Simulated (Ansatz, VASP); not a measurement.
# Cross-check of SnTe between VASP and Ansatz

Wanted: the spread between two codes on one cell, functional and k mesh. The cell is taken from a series of runs on this material, whose earlier steps may have relaxed, scaled, displaced or heated it; both programs get it as it stands.

Method: plane waves, with VASP 6.6.1 beside it; PBEsol, in Ansatz 0.2.0.

## 1. The structure

The structure is cubic, space group Fm-3m (No. 225). The conventional cell has a = 6.071 Å, b = 6.071 Å, c = 6.071 Å, α = 90.00°, β = 90.00°, γ = 90.00°. Nearest to Sn lie 6 Te at 3.04 Å. Nearest to Te lie 6 Sn at 3.04 Å. Farther neighbours and most contacts between anions are not listed.

## 2. Ansatz: single point, PBEsol, pair 1

Ansatz runs on its PAW soft_1 files.

With cell and atoms fixed, the geometry can't cause a difference; cores, projectors, grids and the points listed under the comparison can.

Contents of input.yaml:

```yaml
crystal:
  lattice:
    - [0.0, 3.0356251526, 3.0356251526]
    - [3.0356251526, 0.0, 3.0356251526]
    - [3.0356251526, 3.0356251526, 0.0]
  atoms:
    - { symbol: Sn, position: [0.0, 0.0, 0.0] }
    - { symbol: Te, position: [0.5, 0.5, 0.5] }
kpoints:
  mp_grid: { grid: [12, 12, 12] }
hamiltonian:
  xc: pbesol
  pseudopotentials: { kind: paw, azcp: { folder: soft_1 }, xc_functional: pbe }
scf:
  occupations: { method: gaussian, width: 0.01 }
output:
  forces: true
  stress: true
  eigenvalues: true
```

Launch:

```sh
ansatz run input.yaml --threads 4 --pin off --max-ram 10240MiB --backend cpu --events-out ev --progress --plain --runs-dir out
```

Numbers of over 12 decimals in the logs are rounded to 6 here.

The log of the run:

```text
Engine: ansatz 0.2.0, x86_64-unknown-linux-gnu
Pseudopotentials: kind: paw
Pseudopotential: Sn, paw, valence charge 14, recommended cutoff 420 eV (normal), soft_1/Sn.paw.azcp
Pseudopotential: Te, paw, valence charge 16, recommended cutoff 420 eV (normal), soft_1/Te.paw.azcp
Functional definition: PBEsol
  exchange = pbesol_x
  correlation = pbesol_c
Crystal: 2 atoms, lattice volume = 55.947 Å³
Basis set: ecut = 420 eV, 1067 PW (Γ), exchange–correlation on 60×60×60 points (8 copies of the dense FFT grid, shifted against one another)
Bands: 19, of which v1, the nominal top of the filled ones, is band 15 counted from 1 (14 counted from 0)
Symmetry: 48 space group operations
Space group: Fm-3m (ITA 225), of the structure as read, at distance tolerance 3.8e-5 Å
k-points: 72 of 1728
Non-local potential: Sn, projectors of the file, l = 0: 2, l = 1: 2, l = 2: 2, l = 3: 1
Non-local potential: Te, projectors of the file, l = 0: 2, l = 1: 2, l = 2: 2, l = 3: 1
PAW form: soft (Blöchl's): semilocal exchange-correlation on the pseudo side does not see the compensation charge
PAW frozen core: Sn, regenerated for the run's functional, and the local potential with it (the file was generated under x = pbe(κ = 0.804, μ = 0.219515), c = pbe(β = 0.066725))
PAW frozen core: Te, regenerated for the run's functional, and the local potential with it (the file was generated under x = pbe(κ = 0.804, μ = 0.219515), c = pbe(β = 0.066725))
PAW one-centre angular grid: Sn, 590 points (default); XC on 64 Gauss nodes
PAW one-centre angular grid: Te, 590 points (default); XC on 64 Gauss nodes
Initial density: superposition of atomic densities (chi_scale 0.1, normalization cell, long waves kept (reshape's long-wave potential 0.00 eV rms))
Initial wavefunctions: pseudopotential atomic-orbital guess
Functional: x = pbesol(κ = 0.804, μ = 0.123457), c = pbesol(β = 0.046)
SCF iter   1: F=—  HF=-12851.896743 eV  |F-HF|=—  |Δ(HF+E_count)|=         —  Δρ=1.16e-2  dr2=6.13e-2  ethr=3.10e-3  ⟨swp⟩=7.6  Hψ=8022  notcnv=0
preconditioner: auto → none  [insulator: Δε(μ)=0.304 eV  Ē_g=17.192 eV  σ=0.010 eV  W_gap=1.00  n_scr=14 (ndim 8)  ℏωp=22.2 eV  f_vac=0.000  D(μ)=0.00/eV (n_scr^D=0)  ε∞_Penn≈2.7]
SCF iter   2: F=—  HF=-12851.894699 eV  |F-HF|=—  |Δ(HF+E_count)|=   2.04e-3  Δρ=5.60e-3  dr2=1.41e-2  ethr=2.04e-4  ⟨swp⟩=2.0  Hψ=2210  notcnv=0
SCF iter   3: F=—  HF=-12851.896405 eV  |F-HF|=—  |Δ(HF+E_count)|=   1.71e-3  Δρ=7.28e-4  dr2=2.77e-4  ethr=4.70e-5  ⟨swp⟩=3.0  Hψ=2715  notcnv=0
SCF iter   4: F=—  HF=-12851.896269 eV  |F-HF|=—  |Δ(HF+E_count)|=   1.36e-4  Δρ=1.79e-4  dr2=2.76e-5  ethr=9.23e-7  ⟨swp⟩=2.1  Hψ=2389  notcnv=0
SCF iter   5: F=—  HF=-12851.896262 eV  |F-HF|=—  |Δ(HF+E_count)|=   7.32e-6  Δρ=5.33e-5  dr2=1.74e-6  ethr=9.19e-8  ⟨swp⟩=2.0  Hψ=2441  notcnv=0
SCF iter   6: F=-12851.896261 eV  HF=-12851.896261 eV  |F-HF|=1.09e-8  |Δ(HF+E_count)|=   6.76e-7  Δρ=1.73e-5  dr2=8.15e-8  ethr=3.33e-10  ⟨swp⟩=4.1  Hψ=6499  notcnv=0
SCF 1 converged in 6 iterations: F = -12851.896261 eV  dr2 = 8.15e-8
  greatest PAW one-centre occupation: 0.998 electrons in one spin orbital (limit 2), on the Te atom at site 1 (counted from 0), in its partial waves of l = 2
SCF converged after 6 iterations
Free energy (F): -12851.896261 eV
Harris-Foulkes:  -12851.896261 eV  (|F-HF|=1.09e-8)
Internal energy: -12851.896261 eV  (E = F + TS)
E sigma→0 (E₀):  -12851.896261 eV
Fermi energy:    11.364753 eV
--- Per-component energies (eV) ---
  E_band       = -310.436762
  E_kinetic    = 342.669308
  E_local      = -2510.072722  (includes V_loc(G=0)·N_el)
  E_nonlocal   = 216.150519
  E_hartree    = 1272.052877
  E_xc         = -247.988734
  E_vxc        = -184.487151  (∫ρ·V_xc dr)
  E_paw        = -8888.832597  (= ΣΔE_a)
  E_vpaw       = -718.810670  (= ΣTr[D̂ρ^β])
  E_aug_tail   = 0.000371  (compensation charges beyond the density's cutoff)
  E_ewald      = -3036.534933
  E_core_change = 0.659651  (= ΣΔE_core)
  E_smearing   = -0.000000  (= −TS)
  E_closure    = -0.000000  (closes the sum)
  Σ components = -12851.896261   (vs F -12851.896261, Δ=0.00e0)
--- Forces (eV/Å), atoms counted from 1 ---
  atom   1  Sn    -0.00000000    -0.00000000    -0.00000000
  atom   2  Te     0.00000000    -0.00000000     0.00000000
  max |Σ_I F_I| component: 3.28e-29 eV/Å
--- Stress (GPa, compression-positive) ---
        6.320303       0.000000      -0.000000
        0.000000       6.320303      -0.000000
        0.000000       0.000000       6.320303
  P = ⅓ Tr σ = 6.3203 GPa (63.203 kbar)
--- Band table (eV; the first three rows and the last of 72) ---
  k-point 0: bands = [... 11 lower, 7.1139, 8.8994, 8.8994, 8.8994, 14.9140, 14.9140, 14.9140, 15.8830]
  k-point 1: bands = [... 11 lower, 6.5429, 8.9088, 8.9088, 9.3481, 14.4978, 14.4978, 14.5291, 15.8116]
  k-point 2: bands = [... 11 lower, 5.4989, 8.9423, 8.9423, 10.0207, 13.6851, 13.6851, 13.7969, 15.8578]
  k-point 71: bands = [... 11 lower, 3.5414, 5.7627, 5.7627, 10.5531, 12.1725, 15.8828, 15.8828, 17.9728]
```

In the SCF lines HF is the Harris–Foulkes energy and dr2 the Hartree energy of the density residual, in eV; the loop may stop once dr2 is under the threshold and the program's other checks hold. Hψ counts applications of the Hamiltonian.

The run ends at a pressure of 6.32 GPa.

## 3. VASP: single point, PBEsol, pair 1

The same cell, functional, mesh and smearing now go to VASP, with its own data sets.

Lines of VASP's logs that name or quote its potential files are left out, and so is its time.

Contents of INCAR:

```
SYSTEM = SnTe
PREC = Accurate
ENCUT = 500
EDIFF = 1E-06
NELM = 120
ISMEAR = 0
SIGMA = 0.01
LREAL = .FALSE.
ALGO = Normal
GGA = PS
NBANDS = 16
LORBIT = 11
LWAVE = .FALSE.
LCHARG = .FALSE.
ISIF = 2
LASPH = .TRUE.
GGA_COMPAT = .FALSE.
EFERMI = MIDGAP
KPAR = 2
```

Contents of POSCAR:

```
SnTe
1.0
    0.0000000000      3.0356251526      3.0356251526
    3.0356251526      0.0000000000      3.0356251526
    3.0356251526      3.0356251526      0.0000000000
Sn Te
1 1
Direct
    0.0000000000      0.0000000000      0.0000000000
    0.5000000000      0.5000000000      0.5000000000
```

Contents of KPOINTS:

```
Automatic mesh
0
Gamma
12 12 12
0 0 0
```

The projector-augmented-wave data sets are Sn_d and Te (PBE family, release 64).

Launch:

```sh
mpirun -np 2 vasp_std
```

The log of the run:

```text
[banner, memory and clock lines left out]
running    2 mpi-ranks, on    1 nodes
 distrk:  each k-point on    1 cores,    2 groups
 distr:  one band on    1 cores,    1 groups

 POSCAR found type information on POSCAR SnTe
 POSCAR found :  2 types and       2 ions
|                                                                             |
|               ----> ADVICE to this user running VASP <----                  |
|                                                                             |
|     You enforced a specific xc type in the INCAR file but a different       |
|     [... a line on the potential file left out ...]
|     I HOPE YOU KNOW WHAT YOU ARE DOING!                                     |
|                                                                             |

 LDA part: xc-table for (Slater+PW92), standard interpolation
 POSCAR, INCAR and KPOINTS ok, starting setup
 FFT: planning ... GRIDC
 FFT: planning ... GRID_SOFT
 FFT: planning ... GRID
 WAVECAR not read
 entering main loop
       N       E                     dE             d eps       ncg     rms          rms(c)
DAV:   1     0.122635533812E+03    0.12264E+03   -0.95969E+03  2344   0.145E+03
DAV:   2     0.175528876976E+01   -0.12088E+03   -0.11814E+03  2512   0.355E+02
DAV:   3    -0.800263633491E+01   -0.97579E+01   -0.96817E+01  3056   0.861E+01
DAV:   4    -0.825199119621E+01   -0.24935E+00   -0.24932E+00  2648   0.151E+01
DAV:   5    -0.826299729110E+01   -0.11006E-01   -0.11006E-01  3456   0.294E+00    0.626E+00
DAV:   6    -0.822985375532E+01    0.33144E-01   -0.62447E-02  3368   0.232E+00    0.388E+00
DAV:   7    -0.822659773007E+01    0.32560E-02   -0.34423E-02  3016   0.142E+00    0.396E-01
DAV:   8    -0.822562373206E+01    0.97400E-03   -0.65047E-03  2984   0.783E-01    0.167E-01
DAV:   9    -0.822568940650E+01   -0.65674E-04   -0.38730E-04  3056   0.190E-01    0.783E-02
DAV:  10    -0.822568002642E+01    0.93801E-05   -0.37593E-05  3088   0.703E-02    0.337E-02
DAV:  11    -0.822567921229E+01    0.81413E-06   -0.56879E-06  3008   0.246E-02
   1 F= -.82256792E+01 E0= -.82256792E+01  d E =-.995719E-90
```

Parts of OUTCAR (step 3):

```text
ion  position               nearest neighbor table
   1  0.000  0.000  0.000-   2 3.04   2 3.04   2 3.04   2 3.04   2 3.04   2 3.04
   2  0.500  0.500  0.500-   1 3.04   1 3.04   1 3.04   1 3.04   1 3.04   1 3.04

  LATTYP: Found a face centered cubic cell.
 ALAT       =     6.0712503052

 Subroutine GETGRP returns: Found 48 space group operations
 (whereof 48 operations were pure point group operations)

The static configuration has the point symmetry O_h .

 Found     72 irreducible k-points:

   k-points           NKPTS =     72   k-points in BZ     NKDIM =     72   number of bands    NBANDS=     16

   dimension x,y,z NGX =    32 NGY =   32 NGZ =   32
   dimension x,y,z NGXF=    64 NGYF=   64 NGZF=   64

   ENCUT  =  500.0 eV  36.75 Ry    6.06 a.u.   7.83  7.83  7.83*2*pi/ulx,y,z

   NELECT =      20.0000    total number of electrons

 k-points in reciprocal lattice and weights: Automatic mesh
   0.00000000  0.00000000  0.00000000       0.001
   0.08333333  0.00000000  0.00000000       0.005
   0.16666667  0.00000000  0.00000000       0.005
   0.25000000  0.00000000  0.00000000       0.005
   0.33333333  0.00000000  0.00000000       0.005
   0.41666667  0.00000000  0.00000000       0.005
   0.50000000  0.00000000  0.00000000       0.002
   0.08333333  0.08333333  0.00000000       0.003
   0.16666667  0.08333333  0.00000000       0.014
[...]
-0.33333333  0.50000000  0.16666667       0.007
  -0.25000000  0.50000000  0.25000000       0.003

 average (electrostatic) potential at core
       1 -98.9775       2 -86.5240

 E-fermi :   8.2974

 k-point     1 :       0.0000    0.0000    0.0000
  band No.  band energies     occupation
    ...
      6      -5.4283      2.00000
      7       4.0615      2.00000
      8       5.8359      2.00000
      9       5.8359      2.00000
     10       5.8359      2.00000
     11      11.8482      0.00000
     12      11.8482      0.00000
     13      11.8482      0.00000
     14      12.7911      0.00000
     15      12.7911      0.00000
    ...

 k-point     2 :       0.0833    0.0000    0.0000
  band No.  band energies     occupation
    ...
      6      -5.3589      2.00000
      7       3.4871      2.00000
      8       5.8453      2.00000
      9       5.8453      2.00000
     10       6.2873      2.00000
     11      11.4292      0.00000
     12      11.4292      0.00000
     13      11.4619      0.00000
     14      12.7274      0.00000
     15      12.9583      0.00000
    ...

 k-point     3 :       0.1667    0.0000    0.0000
  band No.  band energies     occupation
    ...
      6      -5.1546      2.00000
      7       2.4395      2.00000
      8       5.8790      2.00000
      9       5.8790      2.00000
     10       6.9613      2.00000
     11      10.6147      0.00000
     12      10.6147      0.00000
     13      10.7299      0.00000
     14      12.7793      0.00000
     15      13.4091      0.00000
    ...

  Total        2.2008421      2.2008421      2.2008421     -0.0000000     -0.0000000      0.0000000
  in kB       63.0267681     63.0267681     63.0267681     -0.0000000     -0.0000000      0.0000000
  external PRESSURE =      63.0267681 kB  Pullay stress =       0.0000000 kB

  energy-cutoff  :      500.00
  volume of cell :       55.95
      direct lattice vectors                 reciprocal lattice vectors
     0.000000000  3.035625153  3.035625153    -0.164710719  0.164710719  0.164710719
     3.035625153  0.000000000  3.035625153     0.164710719 -0.164710719  0.164710719
     3.035625153  3.035625153  0.000000000     0.164710719  0.164710719 -0.164710719

 POSITION                                       TOTAL-FORCE (eV/Angst)
 -----------------------------------------------------------------------------------
      0.00000      0.00000      0.00000        -0.000000      0.000000     -0.000000
      3.03563      3.03563      3.03563         0.000000     -0.000000      0.000000
 -----------------------------------------------------------------------------------
    total drift:                                0.000000     -0.000000     -0.000000

  FREE ENERGIE OF THE ION-ELECTRON SYSTEM (eV)
  ---------------------------------------------------
  free  energy   TOTEN  =        -8.2256792123 eV

  energy  without entropy=       -8.2256792123  energy(sigma->0) =       -8.22567921

 total charge
# of ion       s       p       d       tot
------------------------------------------
    1        1.349   0.842  10.008  12.198
    2        1.387   1.984   0.045   3.417
--------------------------------------------------
tot          2.736   2.826  10.053  15.615

[... 3 further parts left out ...]
```

The run ends at a pressure of 6.30 GPa.

## 4. Differences

Known differences besides the potentials themselves: the data sets hold 30 valence electrons in Ansatz (on its PAW soft_1 files) and 20 in VASP; the cutoff is 420 eV in Ansatz and 500 eV in VASP; Ansatz makes its cores anew for this functional, VASP keeps those of its PBE data sets. Total energies have different zeros and are not compared.

The two programs side by side:

| quantity | Ansatz | VASP | difference |
| --- | --- | --- | --- |
| pressure (GPa) | 6.32 | 6.30 | +0.02 |
| gap on the k mesh (eV) | 0.288 | 0.281 | +0.008 |

A gap on the mesh is an upper bound, since the band edges may lie between its points.

## 5. Ansatz: single point, PBEsol, pair 2

A single point takes one fixed geometry, so differences don't come from the geometry; what else differs is listed under the comparison. The cell compared in this pair holds 58.43 Å³, against 55.95 Å³ for the pair before.

The cell is taken from a series of runs on this material, whose earlier steps may have relaxed, scaled, displaced or heated it; both programs get it as it stands.

input.yaml, the sections that differ from step 2:

```yaml
crystal:
  lattice:
    - [0.0, 3.0799471006, 3.0799471006]
    - [3.0799471006, 0.0, 3.0799471006]
    - [3.0799471006, 3.0799471006, 0.0]
  atoms:
    - { symbol: Sn, position: [0.0, 0.0, 0.0] }
    - { symbol: Te, position: [0.5, 0.5, 0.5] }
# kpoints, hamiltonian, scf, output: as in step 2
```

Launch:

```sh
ansatz run input.yaml --threads 4 --pin off --max-ram 10240MiB --backend cpu --events-out ev --progress --plain --runs-dir out
```

The log of the run:

```text
[...]
Crystal: 2 atoms, lattice volume = 58.433 Å³
Basis set: ecut = 420 eV, 1139 PW (Γ), exchange–correlation on 60×60×60 points (8 copies of the dense FFT grid, shifted against one another)
Bands: 19, of which v1, the nominal top of the filled ones, is band 15 counted from 1 (14 counted from 0)
Symmetry: 48 space group operations
[...]
k-points: 72 of 1728
[...]
--- Band table (eV; the first three rows and the last of 72) ---
  k-point 0: bands = [... 11 lower, 6.1907, 8.3022, 8.3022, 8.3022, 14.1025, 14.1025, 14.1025, 15.2416]
  k-point 1: bands = [... 11 lower, 5.7226, 8.3116, 8.3116, 8.6590, 13.7163, 13.7163, 13.7403, 15.1699]
  k-point 2: bands = [... 11 lower, 4.7935, 8.3446, 8.3446, 9.2541, 12.9466, 12.9466, 13.0251, 15.2102]
  k-point 71: bands = [... 11 lower, 2.9931, 5.3376, 5.3376, 9.8181, 11.4501, 15.1927, 15.1927, 17.0047]
[key lines of the parts left out:]
SCF converged after 6 iterations
Free energy (F): -12851.970601 eV
Fermi energy:    10.690228 eV
P = ⅓ Tr σ = 3.3695 GPa (33.695 kbar)
```

The run ends at a pressure of 3.37 GPa.

## 6. VASP: single point, PBEsol, pair 2

The same cell, functional, mesh and smearing now go to VASP, with its own data sets.

INCAR is that of step 3.

Contents of POSCAR:

```
SnTe
1.0
    0.0000000000      3.0799471006      3.0799471006
    3.0799471006      0.0000000000      3.0799471006
    3.0799471006      3.0799471006      0.0000000000
Sn Te
1 1
Direct
    0.0000000000      0.0000000000      0.0000000000
    0.5000000000      0.5000000000      0.5000000000
```

KPOINTS is that of step 3.

Launch:

```sh
mpirun -np 2 vasp_std
```

The log of the run:

```text
[banner, memory and clock lines left out]
running    2 mpi-ranks, on    1 nodes
[...]
[... a notice as in an earlier step ...]

 LDA part: xc-table for (Slater+PW92), standard interpolation
 POSCAR, INCAR and KPOINTS ok, starting setup
[...]
entering main loop
       N       E                     dE             d eps       ncg     rms          rms(c)
DAV:   1     0.118847144024E+03    0.11885E+03   -0.95156E+03  2352   0.143E+03
DAV:   2     0.155050367941E+01   -0.11730E+03   -0.11463E+03  2480   0.348E+02
DAV:   3    -0.808298006083E+01   -0.96335E+01   -0.95869E+01  2992   0.864E+01
DAV:   4    -0.833234436815E+01   -0.24936E+00   -0.24932E+00  2744   0.151E+01
[...]
DAV:  10    -0.830092288262E+01    0.11635E-04   -0.48056E-05  3056   0.731E-02    0.261E-02
DAV:  11    -0.830092214551E+01    0.73711E-06   -0.11357E-05  3040   0.338E-02    0.355E-03
DAV:  12    -0.830092215822E+01   -0.12716E-07   -0.83006E-07  1680   0.117E-02
   1 F= -.83009222E+01 E0= -.83009222E+01  d E =-.345171-116
```

From OUTCAR (step 6):

```text
  Total        1.2324716      1.2324716      1.2324716      0.0000000      0.0000000      0.0000000
  in kB       33.7930755     33.7930755     33.7930755      0.0000000      0.0000000      0.0000000
  external PRESSURE =      33.7930755 kB  Pullay stress =       0.0000000 kB

 POSITION                                       TOTAL-FORCE (eV/Angst)
 -----------------------------------------------------------------------------------
      0.00000      0.00000      0.00000        -0.000000      0.000000      0.000000
      3.07995      3.07995      3.07995         0.000000     -0.000000     -0.000000
 -----------------------------------------------------------------------------------
    total drift:                                0.000000     -0.000000     -0.000000

  FREE ENERGIE OF THE ION-ELECTRON SYSTEM (eV)
  ---------------------------------------------------
  free  energy   TOTEN  =        -8.3009221582 eV

  energy  without entropy=       -8.3009221582  energy(sigma->0) =       -8.30092216

[... 1 part as in an earlier step ...]

[... 2 further parts left out ...]
[key lines of the parts left out:]
E-fermi :   7.7541
```

The run ends at a pressure of 3.38 GPa.

[end of part 1 of 2]

[Lines on the potential files, build, host, timing and source positions are cut from VASP's logs without a mark.]

[Logs are printed without paths, hosts, clocks, repeated set-up lines and the standing remarks that a program may print on its own settings, such as how far it seeks lower states.]

[Hosts, paths, dates, database ids (printed as entryN), source tags and the programs' standing remarks are cut or masked in the printed files.]
